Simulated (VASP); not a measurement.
# Lattice of Sc, functional by functional, part 2 of 2

Which functional gives which lattice for Sc? The starting structure is a measured crystal structure from the Crystallography Open Database.

VASP 6.6.1.

Results so far: PBEsol 23.59 Å³ an atom; LDA 22.50 Å³ an atom; PBE 24.60 Å³ an atom; PBEsol + D3(BJ) 22.38 Å³ an atom.

### 6. Relaxation with r2SCAN

Level of this step: r2SCAN; plane waves and PAW (Sc_sv) (VASP).

r2SCAN adds the kinetic-energy density, costs more than a GGA and is run with LASPH.

INCAR reads:

```
SYSTEM = Sc
PREC = Accurate
ENCUT = 450
EDIFF = 1E-06
NELM = 100
ISMEAR = 1
SIGMA = 0.1
LREAL = .FALSE.
ALGO = Normal
METAGGA = R2SCAN
LASPH = .TRUE.
NBANDS = 17
LORBIT = 11
LWAVE = .FALSE.
LCHARG = .FALSE.
KPAR = 2
IBRION = 2
NSW = 50
ISIF = 3
EDIFFG = -0.01
```

POSCAR reads:

```
Sc
1.0
    3.3090000000      0.0000000000      0.0000000000
   -1.6545000000      2.8656780611      0.0000000000
    0.0000000000      0.0000000000      5.2733000000
Sc
2
Direct
    0.6666666667      0.3333333333      0.7500000000
    0.3333333333      0.6666666667      0.2500000000
```

KPOINTS reads:

```
Automatic mesh
0
Gamma
10 10 6
0 0 0
```

Potentials, in the order of the species: Sc_sv (PBE family, release 64).

The run is started by

```console
> mpirun -np 2 vasp_std
```

Output:

```text
[banner, memory and clock lines left out]
running    2 mpi-ranks, on    1 nodes
[...]
[... a notice as in an earlier step ...]

 LDA part: xc-table for (None), standard interpolation
 POSCAR, INCAR and KPOINTS ok, starting setup
[...]
entering main loop
       N       E                     dE             d eps       ncg     rms          rms(c)
DAV:   1     0.345040396613E+03    0.34504E+03   -0.10735E+04  1904   0.126E+03
DAV:   2    -0.940261172516E+01   -0.35444E+03   -0.34806E+03  2504   0.593E+02
DAV:   3    -0.286115406286E+02   -0.19209E+02   -0.18428E+02  3081   0.161E+02
DAV:   4    -0.289447301584E+02   -0.33319E+00   -0.33068E+00  2855   0.201E+01
[...]
DAV:  11    -0.227044490342E+02   -0.96883E-05   -0.31224E-05  2795   0.753E-02    0.703E-03
DAV:  12    -0.227044531654E+02   -0.41312E-05   -0.17683E-06  1855   0.212E-02    0.993E-04
DAV:  13    -0.227044523876E+02    0.77776E-06   -0.38023E-07  1511   0.135E-02
   1 F= -.22704452E+02 E0= -.22704037E+02  d E =-.227045E+02
[... from here on, the cycles between the ionic steps are left out ...]
   2 F= -.22707102E+02 E0= -.22706590E+02  d E =-.264929E-02
   3 F= -.22708238E+02 E0= -.22707848E+02  d E =-.378571E-02
   4 F= -.22708301E+02 E0= -.22707980E+02  d E =-.384910E-02
   5 F= -.22708353E+02 E0= -.22708053E+02  d E =-.511327E-04
   6 F= -.22708361E+02 E0= -.22708057E+02  d E =-.597159E-04
[...]
reached required accuracy - stopping structural energy minimisation
```

Elapsed: 2.7 min, on 2 MPI ranks of Intel Xeon 6975P-C (Granite Rapids), shared host; peak memory 0.33 GiB.

Parts of OUTCAR (step 6):

```text
  Total        0.0059938      0.0059938      0.0053546     -0.0000000      0.0000000      0.0000000
  in kB        0.1925605      0.1925605      0.1720243     -0.0000000      0.0000000      0.0000000
  external PRESSURE =       0.1857151 kB  Pullay stress =       0.0000000 kB

 POSITION                                       TOTAL-FORCE (eV/Angst)
 -----------------------------------------------------------------------------------
      1.66799      0.96301      3.88088        -0.000000      0.000000     -0.000000
     -0.00000      1.92603      1.29363         0.000000     -0.000000      0.000000
 -----------------------------------------------------------------------------------
    total drift:                               -0.000000      0.000000     -0.000000

  FREE ENERGIE OF THE ION-ELECTRON SYSTEM (eV)
  ---------------------------------------------------
  free  energy   TOTEN  =       -22.7083612053 eV

  energy  without entropy=      -22.7074471295  energy(sigma->0) =      -22.70805651

[... 2 parts as in an earlier step ...]

[... 2 further parts left out ...]
[key lines of the parts left out:]
E-fermi :   3.6450
```

With r2SCAN the relaxed cell holds 24.935 Å³ an atom, -0.27 % against the measured cell, with a = 3.336 Å and c = 5.175 Å. That is +5.69 % from PBEsol.

### 7. Relaxation with r2SCAN + rVV10

rVV10 adds a nonlocal correlation energy for dispersion.

Changes to INCAR since step 6:

```diff
@@ -10,2 +10,6 @@
 METAGGA = R2SCAN
+LUSE_VDW = .TRUE.
+IVDW_NL = 2
+BPARAM = 11.95
+CPARAM = 0.0093
 LASPH = .TRUE.
```

POSCAR is that of step 6.

KPOINTS is that of step 6.

The run is started by

```console
> mpirun -np 2 vasp_std
```

Output:

```text
[banner, memory and clock lines left out]
running    2 mpi-ranks, on    1 nodes
[...]
|                                                                             |
|               ----> ADVICE to this user running VASP <----                  |
|                                                                             |
|     You have switched on vdW-DFT.                                           |
|     This routine was written and supplied by Jiri Klimes. We recommend      |
|     that you carefully read and cite the following publications:            |
|       J. Klimes, D.R. Bowler, A. Michelides                                 |
|          J. Phys.: Cond Matt. 22 022201 (2010)                              |
|       J. Klimes, D.R. Bowler, A. Michelides                                 |
|          Phys. Rev. B. 83, 195131 (2011)                                    |
|     and references therein.                                                 |
|                                                                             |

[...]
Total rVV10 correction in eV:      0.5441260    22.0000625
Total rVV10 correction in eV:      0.5441260    22.0000625
DAV:  12    -0.221601082028E+02   -0.34405E-05   -0.11677E-06  1702   0.170E-02    0.529E-04
Total rVV10 correction in eV:      0.5441267    22.0000625
Total rVV10 correction in eV:      0.5441267    22.0000625
DAV:  13    -0.221601079435E+02    0.25933E-06   -0.26510E-07  1494   0.111E-02
Total rVV10 correction in eV:      0.5441264    22.0000625
Total rVV10 correction in eV:      0.5441264    22.0000625
Total rVV10 correction in eV:      0.5441268    22.0000625
Total rVV10 correction in eV:      0.5441268    22.0000625
   1 F= -.22160108E+02 E0= -.22159687E+02  d E =-.221601E+02
[... from here on, the cycles between the ionic steps are left out ...]
   2 F= -.22163556E+02 E0= -.22163059E+02  d E =-.344798E-02
   3 F= -.22164011E+02 E0= -.22163564E+02  d E =-.390267E-02
   4 F= -.22164940E+02 E0= -.22164602E+02  d E =-.929818E-03
   5 F= -.22164954E+02 E0= -.22164638E+02  d E =-.943691E-03
   6 F= -.22164986E+02 E0= -.22164707E+02  d E =-.315252E-04
 trial-energy change:   -0.000032  1 .order   -0.000035   -0.000059   -0.000012
 step:   1.4096(harm=  1.4096)  dis= 0.00000  next Energy=   -22.164991 (dE=-0.368E-04)
 reached required accuracy - stopping structural energy minimisation
```

Elapsed: 4.6 min, on 2 MPI ranks; peak memory 0.51 GiB.

Parts of OUTCAR (step 7):

```text
  Total       -0.0130362     -0.0130362     -0.0096605      0.0000000      0.0000000      0.0000000
  in kB       -0.4225113     -0.4225113     -0.3131018      0.0000000      0.0000000      0.0000000
  external PRESSURE =      -0.3860414 kB  Pullay stress =       0.0000000 kB

 POSITION                                       TOTAL-FORCE (eV/Angst)
 -----------------------------------------------------------------------------------
      1.66357      0.96046      3.86736        -0.000000      0.000000     -0.000000
     -0.00000      1.92092      1.28912         0.000000     -0.000000      0.000000
 -----------------------------------------------------------------------------------
    total drift:                               -0.000000      0.000000     -0.000000

  FREE ENERGIE OF THE ION-ELECTRON SYSTEM (eV)
  ---------------------------------------------------
  free  energy   TOTEN  =       -22.1649858343 eV

  energy  without entropy=      -22.1641494489  energy(sigma->0) =      -22.16470704

[... 2 parts as in an earlier step ...]

[... 2 further parts left out ...]
[key lines of the parts left out:]
E-fermi :   3.6830
```

With r2SCAN + rVV10 the relaxed cell holds 24.717 Å³ an atom, -1.14 % against the measured cell, with a = 3.327 Å and c = 5.156 Å. That is +4.76 % from PBEsol.

### 8. Relaxation with vdW-DF-cx

vdW-DF-cx takes its exchange from the same plasmon model as its correlation. This run starts from the cell of an earlier relaxation, which isn't shown; the restart sets up the plane waves anew.

Changes to INCAR since step 7:

```diff
@@ -9,7 +9,5 @@
 ALGO = Normal
-METAGGA = R2SCAN
+GGA = CX
+AGGAC = 0
 LUSE_VDW = .TRUE.
-IVDW_NL = 2
-BPARAM = 11.95
-CPARAM = 0.0093
 LASPH = .TRUE.
```

POSCAR reads:

```
Sc
1.0
    3.2842548293      0.0000000000      0.0000000000
   -1.6421274147      2.8442481147      0.0000000000
    0.0000000000      0.0000000000      5.0657056657
Sc
2
Direct
    0.6666666667      0.3333333333      0.7500000000
    0.3333333333      0.6666666667      0.2500000000
```

KPOINTS is that of step 7.

The run is started by

```console
> mpirun -np 2 vasp_std
```

Output:

```text
[banner, memory and clock lines left out]
running    2 mpi-ranks, on    1 nodes
[...]
[... a notice as in an earlier step ...]

 [... a notice as in an earlier step ...]

 LDA part: xc-table for (Slater+PW92), standard interpolation
 POSCAR, INCAR and KPOINTS ok, starting setup
[...]
entering main loop
       N       E                     dE             d eps       ncg     rms          rms(c)
DAV:   1     0.343159698798E+03    0.34316E+03   -0.10434E+04  1904   0.125E+03
DAV:   2     0.992729640436E+01   -0.33323E+03   -0.32685E+03  2424   0.558E+02
DAV:   3    -0.845731531124E+01   -0.18385E+02   -0.17602E+02  3129   0.155E+02
DAV:   4    -0.883385184445E+01   -0.37654E+00   -0.31538E+00  2797   0.186E+01
[...]
DAV:  11    -0.748196530363E+01    0.14997E-05   -0.58933E-06  2562   0.305E-02    0.201E-03
DAV:  12    -0.748196660260E+01   -0.12990E-05   -0.40151E-07  1527   0.935E-03    0.108E-03
DAV:  13    -0.748196642837E+01    0.17423E-06   -0.10037E-07  1403   0.608E-03
   1 F= -.74819664E+01 E0= -.74822277E+01  d E =-.748197E+01
[...]
reached required accuracy - stopping structural energy minimisation
```

It took 42 s on 2 MPI ranks; peak memory 0.63 GiB.

Parts of OUTCAR (step 8):

```text
  Total       -0.0072288     -0.0072288     -0.0178456      0.0000000      0.0000000     -0.0000000
  in kB       -0.2447549     -0.2447549     -0.6042244      0.0000000      0.0000000     -0.0000000
  external PRESSURE =      -0.3645780 kB  Pullay stress =       0.0000000 kB

 POSITION                                       TOTAL-FORCE (eV/Angst)
 -----------------------------------------------------------------------------------
      1.64213      0.94808      3.79928        -0.000000      0.000000      0.000000
     -0.00000      1.89617      1.26643         0.000000      0.000000      0.000000
 -----------------------------------------------------------------------------------
    total drift:                                0.000000     -0.000000      0.000000

  FREE ENERGIE OF THE ION-ELECTRON SYSTEM (eV)
  ---------------------------------------------------
  free  energy   TOTEN  =        -7.4819664284 eV

  energy  without entropy=       -7.4827503724  energy(sigma->0) =       -7.48222774

[... 2 parts as in an earlier step ...]

[... 2 further parts left out ...]
[key lines of the parts left out:]
E-fermi :   3.8171
```

With vdW-DF-cx the relaxed cell holds 23.660 Å³ an atom, -5.37 % against the measured cell, with a = 3.284 Å and c = 5.066 Å. That is +0.28 % from PBEsol.

### 9. Relaxation with AM05

AM05 is built from the electron gas and the surface model, and does well on lattice constants. This run starts from the cell of an earlier relaxation, which isn't shown; the restart sets up the plane waves anew.

Changes to INCAR since step 8:

```diff
@@ -9,6 +9,3 @@
 ALGO = Normal
-GGA = CX
-AGGAC = 0
-LUSE_VDW = .TRUE.
-LASPH = .TRUE.
+GGA = AM
 NBANDS = 17
```

POSCAR reads:

```
Sc
1.0
    3.2891228287      0.0000000000      0.0000000000
   -1.6445614143      2.8484639258      0.0000000000
    0.0000000000      0.0000000000      5.0792379303
Sc
2
Direct
    0.6666666667      0.3333333333      0.7500000000
    0.3333333333      0.6666666667      0.2500000000
```

KPOINTS is that of step 8.

The run is started by

```console
> mpirun -np 2 vasp_std
```

Output:

```text
[... set-up lines as in an earlier step ...]
 entering main loop
       N       E                     dE             d eps       ncg     rms          rms(c)
DAV:   1     0.338159884704E+03    0.33816E+03   -0.10458E+04  1912   0.125E+03
DAV:   2     0.462733614122E+01   -0.33353E+03   -0.32810E+03  2424   0.568E+02
DAV:   3    -0.139899946422E+02   -0.18617E+02   -0.18040E+02  3127   0.154E+02
DAV:   4    -0.142720816712E+02   -0.28209E+00   -0.28152E+00  2754   0.176E+01
[...]
DAV:  11    -0.127911882479E+02    0.18909E-05   -0.49015E-06  2470   0.259E-02    0.329E-03
DAV:  12    -0.127911899968E+02   -0.17490E-05   -0.75202E-07  1641   0.102E-02    0.944E-04
DAV:  13    -0.127911898376E+02    0.15918E-06   -0.83166E-08  1440   0.569E-03
   1 F= -.12791190E+02 E0= -.12791381E+02  d E =-.127912E+02
[...]
reached required accuracy - stopping structural energy minimisation
```

It took 15 s on 2 MPI ranks; peak memory 0.31 GiB.

From OUTCAR (step 9):

```text
  Total       -0.0015954     -0.0015954     -0.0042066     -0.0000000      0.0000000     -0.0000000
  in kB       -0.0537141     -0.0537141     -0.1416306     -0.0000000      0.0000000     -0.0000000
  external PRESSURE =      -0.0830196 kB  Pullay stress =       0.0000000 kB

 POSITION                                       TOTAL-FORCE (eV/Angst)
 -----------------------------------------------------------------------------------
      1.64456      0.94949      3.80943        -0.000000      0.000000      0.000000
     -0.00000      1.89898      1.26981         0.000000     -0.000000      0.000000
 -----------------------------------------------------------------------------------
    total drift:                               -0.000000      0.000000     -0.000000

  FREE ENERGIE OF THE ION-ELECTRON SYSTEM (eV)
  ---------------------------------------------------
  free  energy   TOTEN  =       -12.7911898376 eV

  energy  without entropy=      -12.7917619069  energy(sigma->0) =      -12.79138053

[... 2 parts as in an earlier step ...]

[... 2 further parts left out ...]
[key lines of the parts left out:]
E-fermi :   3.7990
```

With AM05 the relaxed cell holds 23.794 Å³ an atom, -4.83 % against the measured cell, with a = 3.289 Å and c = 5.079 Å. That is +0.85 % from PBEsol.

### 10. The runs compared

| level | volume (Å³/atom) | against the measured cell (%) | a (Å) | c (Å) | pressure left (GPa) | core minutes |
| --- | --- | --- | --- | --- | --- | --- |
| PBEsol | 23.594 | -5.63 | 3.2812 | 5.0609 | -0.03 | 2.25 |
| LDA | 22.5 | -10.01 | 3.2341 | 4.9678 | -0.04 | 1.91 |
| PBE | 24.6 | -1.61 | 3.3244 | 5.1404 | -0.01 | 2.07 |
| PBEsol + D3(BJ) | 22.385 | -10.47 | 3.226 | 4.9673 | -0.01 | 2.23 |
| r2SCAN | 24.935 | -0.27 | 3.336 | 5.1745 | 0.02 | 5.4 |
| r2SCAN + rVV10 | 24.717 | -1.14 | 3.3271 | 5.1565 | -0.04 | 9.14 |
| vdW-DF-cx | 23.66 | -5.37 | 3.2843 | 5.0657 | -0.04 | 8.17 |
| AM05 | 23.794 | -4.83 | 3.2891 | 5.0792 | -0.01 | 1.89 |

Core minutes are wall time times ranks, summed over the relaxations behind a row (those for a bulk modulus apart), on shared hosts.

### 11. Results

```yaml
volume_pbesol: 23.59 Å³/atom
volume_lda: 22.50 Å³/atom
volume_pbe: 24.60 Å³/atom
volume_pbesol_d3_bj: 22.38 Å³/atom
volume_r2scan: 24.94 Å³/atom
volume_r2scan_rvv10: 24.72 Å³/atom
volume_vdw_df_cx: 23.66 Å³/atom
volume_am05: 23.79 Å³/atom
```

What this shows: Across 8 levels the volume of Sc spans 11.4 %, from 22.38 Å³ an atom (PBEsol + D3(BJ)) to 24.94 Å³ (r2SCAN). Against the measured volume of the starting structure, r2SCAN comes nearest (-0.3 %) and PBEsol + D3(BJ) lies farthest (-10.5 %). The measured cell holds zero-point expansion and, unless it was taken cold, thermal expansion, which the runs lack, so small differences decide nothing. Adding D3(BJ) to PBEsol changes the volume by -5.1 %. Adding rVV10 to r2SCAN changes the volume by -0.9 %. LASPH is on in some of these runs and off in others, which adds a little to the differences. All runs keep the symmetry of the start, so they can't find a distortion of lower symmetry. Further runs on this material are not shown.

[Lines on the potential files, build, host, timing and source positions are cut from VASP's logs without a mark.]

[Logs are printed without paths, hosts, clocks, repeated set-up lines and the standing remarks that a program may print on its own settings, such as how far it seeks lower states.]

[Hosts, paths, dates, database ids (printed as entryN), source tags and the programs' standing remarks are cut or masked in the printed files.]
